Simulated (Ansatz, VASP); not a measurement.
**Cross-check of LaCo3CuNi between VASP and Ansatz**

Aim: how closely do two programs agree when they are given the same cell, functional and k mesh? The cell is invented: As first built, before any earlier steps moved the atoms (in the runner's words): it takes the LaCuNi4 structure with some of its atoms replaced by other elements, volume scaled by an estimate. It may not be a known or stable phase. The cell is taken from a series of VASP runs on this material, whose earlier steps may have relaxed, scaled or displaced it; both programs get it as it stands.

Main program and level: Ansatz 0.2.0; plane waves, with VASP 6.6.1 beside it; relaxation of cell and atoms at PBE.

## (1) Set-up

The structure is hexagonal, space group P-6m2 (No. 187). The conventional cell has a = 4.984 Å, b = 4.984 Å, c = 4.079 Å, α = 90.00°, β = 90.00°, γ = 120.00°. Nearest to La lie 3 Ni at 2.88 Å and 3 Cu at 2.88 Å and 12 Co at 3.22 Å. Nearest to Cu lie 6 Co at 2.50 Å and 3 La at 2.88 Å and 3 Ni at 2.88 Å. Nearest to Ni lie 6 Co at 2.49 Å and 3 La at 2.88 Å and 3 Cu at 2.88 Å. Nearest to Co lie 4 Co at 2.47 to 2.51 Å and 2 Ni at 2.49 Å and 2 Cu at 2.50 Å and 4 La at 3.22 Å. As first built, before any earlier steps moved the atoms (in the runner's words): sites of the LaCuNi4 structure (space group 187) filled with other elements, volume scaled by an estimate. Farther neighbours are not listed.

## (2) VASP: relaxation of cell and atoms, PBE

The relaxed volume is the usual yardstick between codes: its relative difference is about their pressure difference at one cell divided by the bulk modulus.

Lines of VASP's logs that name or quote its potential files are left out, and so is its time.

INCAR

```
SYSTEM = LaCo3CuNi
PREC = Accurate
ENCUT = 400
EDIFF = 1E-06
NELM = 100
ISMEAR = -1
SIGMA = 0.05
LREAL = .FALSE.
ALGO = Normal
GGA = PE
ISPIN = 2
MAGMOM = 0 0.6 1 2 2 2
LMAXMIX = 6
LORBIT = 11
LWAVE = .FALSE.
LCHARG = .FALSE.
KPAR = 2
IBRION = 2
NSW = 60
ISIF = 3
EDIFFG = -0.01
```

POSCAR

```
LaCo3CuNi
1.0
    4.9842140932     -0.0000000023      0.0000000000
   -2.4921065505      4.3164554147      0.0000000000
    0.0000000000      0.0000000000      4.0789452858
La Cu Ni Co
1 1 1 3
Direct
    0.6666666700      0.3333333300      0.0000000000
    0.0000000000      0.0000000000      0.0000000000
    0.3333333300      0.6666666700      0.0000000000
    0.6636453550      0.8318226725      0.5000000000
    0.1681773275      0.8318226725      0.5000000000
    0.1681773275      0.3363546450      0.5000000000
```

KPOINTS

```
Automatic mesh
0
Gamma
5 5 5
0 0 0
```

PAW data sets: La, Cu, Ni and Co (PBE family, release 64).

On the command line:

```sh
$ mpirun -np 2 vasp_std
```

Numbers of over 12 decimals in the logs are rounded to 6 here.

The program printed:

```text
[banner, memory and clock lines left out]
running    2 mpi-ranks, on    1 nodes
 distrk:  each k-point on    1 cores,    2 groups
 distr:  one band on    1 cores,    1 groups

 POSCAR found type information on POSCAR LaCuNiCo
 POSCAR found :  4 types and       6 ions
 LDA part: xc-table for (Slater+PW92), standard interpolation
 POSCAR, INCAR and KPOINTS ok, starting setup
 FFT: planning ... GRIDC
 FFT: planning ... GRID_SOFT
 FFT: planning ... GRID
 WAVECAR not read
 entering main loop
       N       E                     dE             d eps       ncg     rms          rms(c)
DAV:   1     0.434333016094E+03    0.43433E+03   -0.20062E+04  2412   0.196E+03
DAV:   2     0.239915051662E+02   -0.41034E+03   -0.38854E+03  2572   0.368E+02
DAV:   3    -0.345268114357E+02   -0.58518E+02   -0.53027E+02  2569   0.166E+02
DAV:   4    -0.446060557587E+02   -0.10079E+02   -0.94708E+01  4614   0.548E+01
DAV:   5    -0.452081631509E+02   -0.60211E+00   -0.58546E+00  3904   0.157E+01    0.318E+01
DAV:   6    -0.637402330087E+02   -0.18532E+02   -0.46037E+02  4296   0.301E+02    0.597E+01
DAV:   7    -0.425155846267E+02    0.21225E+02   -0.18768E+02  3507   0.202E+02    0.255E+01
DAV:   8    -0.366855378120E+02    0.58300E+01   -0.36689E+01  3536   0.850E+01    0.748E+00
DAV:   9    -0.362083036454E+02    0.47723E+00   -0.73675E+00  3444   0.302E+01    0.516E+00
DAV:  10    -0.359068422209E+02    0.30146E+00   -0.25822E+00  4089   0.250E+01    0.424E+00
DAV:  11    -0.357456967630E+02    0.16115E+00   -0.29915E+00  4158   0.219E+01    0.204E+00
DAV:  12    -0.357113517474E+02    0.34345E-01   -0.59078E-01  4171   0.807E+00    0.957E-01
DAV:  13    -0.357025694255E+02    0.87823E-02   -0.80704E-02  4272   0.281E+00    0.549E-01
DAV:  14    -0.357017752851E+02    0.79414E-03   -0.12916E-02  3513   0.205E+00    0.336E-01
DAV:  15    -0.357013683968E+02    0.40689E-03   -0.49786E-03  3640   0.119E+00    0.164E-01
DAV:  16    -0.357014940014E+02   -0.12560E-03   -0.16574E-03  4047   0.515E-01    0.112E-01
DAV:  17    -0.357015445249E+02   -0.50523E-04   -0.48360E-04  4185   0.305E-01    0.631E-02
DAV:  18    -0.357014958358E+02    0.48689E-04   -0.12863E-04  4151   0.179E-01    0.279E-02
DAV:  19    -0.357014903288E+02    0.55070E-05   -0.33208E-05  4369   0.449E-02    0.176E-02
DAV:  20    -0.357014875137E+02    0.28151E-05   -0.95878E-06  3655   0.265E-02    0.732E-03
DAV:  21    -0.357014869987E+02    0.51504E-06   -0.10340E-06  1873   0.160E-02
   1 F= -.35701487E+02 E0= -.35672526E+02  d E =-.357015E+02  mag=     3.8840
 curvature:   0.00 expect dE= 0.000E+00 dE for cont linesearch  0.000E+00
 trial: gam= 0.00000 g(F)=  0.248E-05 g(S)=  0.116E-04 ort = 0.000E+00 (trialstep = 0.100E+01)
 search vector abs. value=  0.141E-04
 reached required accuracy - stopping structural energy minimisation
```

From OUTCAR (step 2):

```text
ion  position               nearest neighbor table
   1  0.667  0.333  0.000-   3 2.88   2 2.88   2 2.88   3 2.88   3 2.88   2 2.88   4 3.22   4 3.22
                             4 3.22   4 3.22   5 3.22   5 3.22   5 3.22   5 3.22   6 3.22   6 3.22
   2  0.000  0.000  0.000-   6 2.50   6 2.50   5 2.50   5 2.50   4 2.50   4 2.50   3 2.88   1 2.88
                             3 2.88   1 2.88   1 2.88   3 2.88
   3  0.333  0.667  0.000-   5 2.49   5 2.49   6 2.49   6 2.49   4 2.49   4 2.49   1 2.88   2 2.88
                             2 2.88   1 2.88   1 2.88   2 2.88
   4  0.664  0.832  0.500-   6 2.47   5 2.47   3 2.49   3 2.49   2 2.50   2 2.50   6 2.51   5 2.51
                             1 3.22   1 3.22   1 3.22   1 3.22
   5  0.168  0.832  0.500-   6 2.47   4 2.47   3 2.49   3 2.49   2 2.50   2 2.50   6 2.51   4 2.51
                             1 3.22   1 3.22   1 3.22   1 3.22
   6  0.168  0.336  0.500-   5 2.47   4 2.47   3 2.49   3 2.49   2 2.50   2 2.50   5 2.51   4 2.51
                             1 3.22   1 3.22   1 3.22   1 3.22

  LATTYP: Found a hexagonal cell.
 ALAT       =     4.9842140932
 C/A-ratio  =     0.8183728085

 Subroutine GETGRP returns: Found 12 space group operations
 (whereof 12 operations were pure point group operations)

The static configuration has the point symmetry D_3h.

 Found     15 irreducible k-points:

   k-points           NKPTS =     15   k-points in BZ     NKDIM =     15   number of bands    NBANDS=     39

   dimension x,y,z NGX =    36 NGY =   36 NGZ =   28
   dimension x,y,z NGXF=    72 NGYF=   72 NGZF=   56

   ENCUT  =  400.0 eV  29.40 Ry    5.42 a.u.   8.13  8.13  6.65*2*pi/ulx,y,z

   NELECT =      59.0000    total number of electrons

 k-points in reciprocal lattice and weights: Automatic mesh
   0.00000000  0.00000000  0.00000000       0.008
   0.20000000  0.00000000  0.00000000       0.048
   0.40000000  0.00000000  0.00000000       0.048
   0.20000000  0.20000000  0.00000000       0.048
   0.40000000  0.20000000  0.00000000       0.048
   0.00000000  0.00000000  0.20000000       0.016
   0.20000000  0.00000000  0.20000000       0.096
   0.40000000  0.00000000  0.20000000       0.096
   0.20000000  0.20000000  0.20000000       0.096
[...]
0.20000000  0.20000000  0.40000000       0.096
   0.40000000  0.20000000  0.40000000       0.096

 average (electrostatic) potential at core
       1 -93.9006       2 -62.3837       3 -82.0578       4 -79.2184       5 -79.2184
       6 -79.2184

 E-fermi :   9.1295

 spin component 1
 k-point     1 :       0.0000    0.0000    0.0000
  band No.  band energies     occupation
    ...
     26       7.9776      1.00000
     27       7.9776      1.00000
     28       8.4416      1.00000
     29       8.4416      1.00000
     30       8.9263      0.98312
     31       9.2766      0.05019
     32      10.2749      0.00000
     33      10.2805      0.00000
     34      10.2805      0.00000
     35      11.0720      0.00000
    ...

 k-point     2 :       0.2000    0.0000    0.0000
  band No.  band energies     occupation
    ...
     27       7.9331      1.00000
     28       8.0193      1.00000
     29       8.4529      1.00000
     30       8.5273      0.99999
     31       8.5476      0.99999
     32      10.2968      0.00000
     33      10.4099      0.00000
     34      10.4862      0.00000
     35      11.4536      0.00000
     36      11.6570      0.00000
    ...

 k-point     3 :       0.4000    0.0000    0.0000
  band No.  band energies     occupation
    ...
     27       7.8194      1.00000
     28       7.9091      1.00000
     29       8.0351      1.00000
     30       8.0409      1.00000
     31       8.4681      1.00000
     32       9.4470      0.00174
     33      10.7443      0.00000
     34      10.8376      0.00000
     35      11.7177      0.00000
     36      11.9070      0.00000
    ...

 k-point     4 :       0.2000    0.2000    0.0000
  band No.  band energies     occupation
    ...
     27       7.8595      1.00000
     28       7.8995      1.00000
     29       8.0298      1.00000
     30       8.3300      1.00000
     31       8.4662      1.00000
     32       9.2799      0.04706
     33      10.6753      0.00000
     34      10.7721      0.00000
     35      11.7594      0.00000
     36      11.9428      0.00000
    ...

 k-point     5 :       0.4000    0.2000    0.0000
  band No.  band energies     occupation
    ...
     28       7.8848      1.00000
     29       8.0091      1.00000
     30       8.0751      1.00000
     31       8.4741      1.00000
     32       8.8156      0.99813
     33      10.7576      0.00000
     34      11.0849      0.00000
     35      11.8551      0.00000
     36      11.9558      0.00000
     37      11.9584      0.00000
    ...

 k-point     6 :       0.0000    0.0000    0.2000
  band No.  band energies     occupation
    ...
     27       8.0363      1.00000
     28       8.1809      1.00000
     29       8.1809      1.00000
     30       8.7063      0.99979
     31       8.9265      0.98306
     32       9.3918      0.00525
     33       9.9975      0.00000
     34       9.9975      0.00000
     35      10.8178      0.00000
     36      10.8178      0.00000
    ...

  Total        0.0268104      0.0268104      0.0028880      0.0000000      0.0000000      0.0000000
  in kB        0.4894873      0.4894871      0.0527280      0.0000001      0.0000000      0.0000000
  external PRESSURE =       0.3439008 kB  Pullay stress =       0.0000000 kB

  energy-cutoff  :      400.00
  volume of cell :       87.75
      direct lattice vectors                 reciprocal lattice vectors
     4.984214093 -0.000000002  0.000000000     0.200633436  0.115835762  0.000000000
    -2.492106550  4.316455415  0.000000000     0.000000000  0.231671569  0.000000000
     0.000000000  0.000000000  4.078945286     0.000000000  0.000000000  0.245161415

 POSITION                                       TOTAL-FORCE (eV/Angst)
 -----------------------------------------------------------------------------------
      2.49211      1.43882      0.00000        -0.000000      0.000000     -0.000000
      0.00000      0.00000      0.00000        -0.000000      0.000000     -0.000000
      0.00000      2.87764      0.00000        -0.000000     -0.000000     -0.000000
      1.23476      3.59053      2.03947         0.003585      0.002070     -0.000000
     -1.23476      3.59053      2.03947        -0.003585      0.002070     -0.000000
      0.00000      1.45186      2.03947        -0.000000     -0.004140      0.000000
 -----------------------------------------------------------------------------------
    total drift:                               -0.000020      0.000013      0.000000

  FREE ENERGIE OF THE ION-ELECTRON SYSTEM (eV)
  ---------------------------------------------------
  free  energy   TOTEN  =       -35.7014869987 eV

  energy  without entropy=      -35.6435659784  energy(sigma->0) =      -35.67252649

 reached required accuracy - stopping structural energy minimisation

 total charge
# of ion       s       p       d       f       tot
--------------------------------------------------
    1        2.043   5.625   0.826   0.182   8.675
    2        0.530   0.401   9.139   0.000  10.070
    3        0.536   0.424   8.357   0.000   9.317
    4        0.490   0.413   7.254   0.000   8.157
    5        0.490   0.413   7.254   0.000   8.157
    6        0.490   0.413   7.254   0.000   8.157
--------------------------------------------------
tot          4.579   7.690  40.084   0.182  52.534

 magnetization (x)
# of ion       s       p       d       f       tot
--------------------------------------------------
    1       -0.007  -0.017  -0.135  -0.027  -0.186
    2       -0.012  -0.040   0.043   0.000  -0.009
    3       -0.014  -0.046   0.334   0.000   0.273
    4       -0.004  -0.025   1.406   0.000   1.378
    5       -0.004  -0.025   1.406   0.000   1.378
    6       -0.004  -0.025   1.406   0.000   1.378
--------------------------------------------------
tot         -0.045  -0.177   4.461  -0.027   4.213

[... 6 further parts left out ...]
```

The magnetic state follows from one typed start and may not be the lowest.

[end of part 1 of 2]

[Lines on the potential files, build, host, timing and source positions are cut from VASP's logs without a mark.]

[Logs are printed without paths, hosts, clocks, repeated set-up lines and the standing remarks that a program may print on its own settings, such as how far it seeks lower states.]

[Hosts, paths, dates, database ids (printed as entryN), source tags and the programs' standing remarks are cut or masked in the printed files.]
